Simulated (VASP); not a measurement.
Given:

```xyz
2
Lattice="0.0000 2.8953 2.8953 2.8953 0.0000 2.8953 2.8953 2.8953 0.0000" Properties=species:S:1:pos:R:3 pbc="T T T"
In     0.0000     0.0000     0.0000
P      1.4477     1.4477     1.4477
```

The numbers are results of PBE GGA, VASP's PBE PAW potentials (set 64) (plane waves; VASP), not measurements. Numerical set-up: PREC = Normal, 500 eV cut-off, 4×4×4 Γ-centred mesh, Gaussian smearing of 0.010 eV, potentials In_d_GW P_GW.

Unless said otherwise, spin-orbit coupling is left out, though it shifts the bands of the heavy elements here.

What does the run give for the energy per atom (σ→0), pressure, band gap (on the k-mesh) with the smallest direct gap where there is one?

The band gap (on the k-mesh) is 0.89 eV and the smallest direct gap (on the k-mesh) comes out as 0.89 eV. The energy per atom (σ→0) is -4.112 eV/atom and the pressure is 64.6 kbar.

The absolute energy has meaning only against runs of the same code, potentials and settings.

The compound is InP in the zinc blende structure. This cell is one point of a volume scan, at 0.96 of the reference volume. The k-mesh is coarse (spacing up to 0.47 per Å, 2π included), so the numbers may not be converged in it.
